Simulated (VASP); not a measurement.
These are PBE GGA, VASP's PBE PAW potentials (set 64) (plane waves; VASP) values and carry that method's errors.

The input files of a VASP run:

**POSCAR**
```
BaBr2
1
    4.0981930000     0.0000000000     0.0000000000
   -2.0490960000     3.5491390000     0.0000000000
    0.0000000000     0.0000000000    17.9053550000
Ba Br
1 2
Direct
  0.6666670000   0.3333330000   0.5000000000
  0.3333330000   0.6666670000   0.3909450000
  0.3333330000   0.6666670000   0.6090550000
```

**INCAR**
```
! general
SYSTEM  = BaBr2
PREC    = Accurate
ENCUT   = 300
LREAL   = .FALSE.
LASPH   = .TRUE.

! electronic loop
EDIFF   = 1E-6
NELM    = 100
ALGO    = Normal
LMAXMIX = 4

! smearing
ISMEAR  = 0
SIGMA   = 0.136

! functional
GGA     = PE

! ions
ISIF    = 2

! output
LWAVE   = .FALSE.
LCHARG  = .FALSE.
```

### KPOINTS
```
Automatic mesh
0
Gamma
7 7 1
0 0 0
```

POTCAR, in this order: Ba_sv Br (PBE.64 set). Program: vasp_std.

Output

### OSZICAR
```
       N       E                     dE             d eps       ncg     rms          rms(c)
DAV:   1     0.193285549295E+03    0.19329E+03   -0.70610E+03   264   0.732E+02
DAV:   2     0.101492531494E+02   -0.18314E+03   -0.18152E+03   392   0.195E+02
DAV:   3    -0.105113461916E+02   -0.20661E+02   -0.20639E+02   328   0.819E+01
DAV:   4    -0.110032200341E+02   -0.49187E+00   -0.49160E+00   424   0.111E+01
DAV:   5    -0.110082147140E+02   -0.49947E-02   -0.49945E-02   360   0.103E+00    0.655E+00
DAV:   6    -0.107279301651E+02    0.28028E+00   -0.49141E-01   368   0.364E+00    0.361E+00
DAV:   7    -0.106768259613E+02    0.51104E-01   -0.46781E-01   368   0.355E+00    0.876E-01
DAV:   8    -0.106803719803E+02   -0.35460E-02   -0.28852E-02   376   0.115E+00    0.283E-01
DAV:   9    -0.106804137822E+02   -0.41802E-04   -0.12870E-03   408   0.224E-01    0.117E-01
DAV:  10    -0.106802773582E+02    0.13642E-03   -0.95452E-04   360   0.192E-01    0.473E-02
DAV:  11    -0.106803568904E+02   -0.79532E-04   -0.17467E-04   400   0.724E-02    0.320E-02
DAV:  12    -0.106804708443E+02   -0.11395E-03   -0.18601E-04   368   0.661E-02    0.272E-02
DAV:  13    -0.106805603351E+02   -0.89491E-04   -0.13837E-04   368   0.529E-02    0.162E-02
DAV:  14    -0.106807503920E+02   -0.19006E-03   -0.49092E-05   368   0.387E-02    0.393E-02
DAV:  15    -0.106807133367E+02    0.37055E-04   -0.16272E-05   384   0.212E-02    0.778E-03
DAV:  16    -0.106808649413E+02   -0.15160E-03   -0.14142E-05   352   0.153E-02    0.247E-02
DAV:  17    -0.106808879326E+02   -0.22991E-04   -0.14634E-06   352   0.611E-03    0.598E-03
DAV:  18    -0.106809154924E+02   -0.27560E-04   -0.22837E-06   320   0.596E-03    0.618E-03
DAV:  19    -0.106809214157E+02   -0.59233E-05   -0.30147E-07   312   0.248E-03    0.115E-03
DAV:  20    -0.106809230760E+02   -0.16603E-05   -0.10309E-07   304   0.125E-03    0.119E-03
DAV:  21    -0.106809235893E+02   -0.51329E-06   -0.27929E-08   312   0.621E-04
   1 F= -.10680924E+02 E0= -.10680924E+02  d E =-.267404E-12
```

### OUTCAR
```
------------------------ aborting loop because EDIFF is reached ----------------------------------------
  FORCE on cell =-STRESS in cart. coord.  units (eV):
  Direction    XX          YY          ZZ          XY          YZ          ZX
  --------------------------------------------------------------------------------------
  Total        5.4786886      5.4786878      2.5349937      0.0000008      0.0000000      0.0000000
  in kB       33.7045742     33.7045695     15.5951342      0.0000047      0.0000000      0.0000000
  external PRESSURE =      27.6680926 kB  Pullay stress =       0.0000000 kB
  volume of cell :      260.43
      direct lattice vectors                 reciprocal lattice vectors
     4.098193000  0.000000000  0.000000000     0.244009982  0.140879204  0.000000000
    -2.049096000  3.549139000  0.000000000     0.000000000  0.281758477  0.000000000
     0.000000000  0.000000000 17.905355000     0.000000000  0.000000000  0.055849214
 POSITION                                       TOTAL-FORCE (eV/Angst)
 -----------------------------------------------------------------------------------
      2.04910      1.18305      8.95268         0.000000      0.000000      0.000000
     -0.00000      2.36609      7.00001        -0.000000      0.000000     -0.651503
     -0.00000      2.36609     10.90535        -0.000000      0.000000      0.651503
 -----------------------------------------------------------------------------------
    total drift:                                0.001673     -0.000970      0.000000
  FREE ENERGIE OF THE ION-ELECTRON SYSTEM (eV)
  ---------------------------------------------------
  free  energy   TOTEN  =       -10.6809235893 eV

  energy  without entropy=      -10.6809235893  energy(sigma->0) =      -10.68092359
```
(Selected blocks of OUTCAR.)

**OUTCAR**
```
 val. band max:       -4.7591730832   @ k =   0.1429   0.1429   0.0000

 cond. band min:      -0.7187052810   @ k =   0.4286   0.0000   0.0000


 Fermi energy:        -4.0854272927

 k-point     1 :       0.0000    0.0000    0.0000
  band No.  band energies     occupation
      1     -30.1758      2.00000
      2     -18.0089      2.00000
      3     -17.4445      2.00000
      4     -15.1642      2.00000
      5     -15.1642      2.00000
      6     -14.5314      2.00000
      7      -6.4518      2.00000
      8      -5.0260      2.00000
      9      -5.0260      2.00000
     10      -5.0145      2.00000
     11      -4.9273      2.00000
     12      -4.9273      2.00000
     13      -0.3309      0.00000
     14       0.8528      0.00000
     15       1.0611      0.00000
     16       1.0611      0.00000

 k-point     2 :       0.1429    0.0000    0.0000
  band No.  band energies     occupation
      1     -30.1567      2.00000
      2     -17.9124      2.00000
      3     -17.5298      2.00000
      4     -15.2079      2.00000
      5     -15.1948      2.00000
      6     -14.6408      2.00000
      7      -6.2723      2.00000
      8      -5.3938      2.00000
      9      -5.3516      2.00000
     10      -5.0428      2.00000
     11      -4.9784      2.00000
     12      -4.7757      2.00000
     13      -0.3739      0.00000
     14       0.9934      0.00000
     15       1.3267      0.00000
     16       1.4873      0.00000

 k-point     3 :       0.2857    0.0000    0.0000
  band No.  band energies     occupation
      1     -30.1133      2.00000
      2     -17.7293      2.00000
      3     -17.6644      2.00000
      4     -15.3034      2.00000
      5     -15.2380      2.00000
      6     -14.9217      2.00000
      7      -6.1555      2.00000
      8      -5.7668      2.00000
      9      -5.6944      2.00000
     10      -5.2793      2.00000
     11      -4.9113      2.00000
     12      -4.8972      2.00000
     13      -0.6440      0.00000
...
```

At this cut-off the stress carries a Pulay error, which pulls relaxed volumes low. The cell holds a wide vacuum, so values per volume refer to the whole cell. Unless said otherwise, spin-orbit coupling is left out, though it shifts the bands of the heavy elements here.

The cell is a sheet with vacuum, built from a generated structure.
